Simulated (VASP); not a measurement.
Data:

```
Cd
1.0
    1.49074    -2.58204     0.00000
    1.49074     2.58204     0.00000
    0.00000     0.00000     5.50521
Cd
2
Direct
  0.33333   0.66667   0.25000
  0.66667   0.33333   0.75000
```

Method: vdW-DF-cx, VASP's PBE PAW potentials (set 64) (plane waves; VASP). Run with 520 eV cut-off, 16×16×8 Γ-centred mesh, tetrahedra with Blöchl corrections, potentials Cd.

**Question.** Tabulate the total density of states (states/eV per cell) against energy (eV; zero at the valence-band maximum or, without a gap, the Fermi level).

**Answer.** 
```tsv
E (eV)	DOS (states/eV)
-9.89	3.39
-9.67	11.6
-9.56	15.8
-9.34	12.3
-9.23	9.94
-9.01	12.2
-8.90	15.6
-8.68	13.9
-8.57	15.2
-8.35	9.52
-8.24	4.69
-8.02	0.21
-7.91	0.22
-7.69	0.24
-7.58	0.25
-7.36	0.27
-7.14	0.29
-7.03	0.30
-6.81	0.31
-6.70	0.32
-6.48	0.34
-6.37	0.34
-6.15	0.36
-6.04	0.37
-5.82	0.38
-5.71	0.39
-5.49	0.40
-5.38	0.41
-5.15	0.43
-5.04	0.43
-4.82	0.45
-4.71	0.45
-4.49	0.47
-4.27	0.48
-4.16	0.49
-3.94	0.50
-3.83	0.51
-3.61	0.52
-3.50	0.53
-3.28	0.55
-3.17	0.56
-2.95	0.59
-2.84	0.62
-2.62	0.64
-2.51	0.63
-2.29	0.61
-2.18	0.64
-1.96	0.61
-1.74	0.63
-1.63	0.65
-1.41	0.73
-1.30	0.80
-1.08	0.62
-0.97	0.65
-0.75	0.61
-0.64	0.63
-0.41	0.60
-0.30	0.54
-0.08	0.44
0.03	0.41
0.25	0.45
0.36	0.52
0.58	0.65
0.69	0.69
0.91	0.72
1.13	0.80
1.24	0.89
1.46	0.98
1.57	0.96
1.79	0.85
1.90	0.81
2.12	0.78
2.23	0.78
2.45	0.87
2.56	0.93
2.78	1.00
2.89	0.97
3.11	0.93
3.22	0.91
3.44	0.79
```
Within 2 eV below the Fermi level the largest weight inside VASP's projection spheres is Cd p, then Cd s.

The compound is Cd in the hcp structure. It was relaxed first.
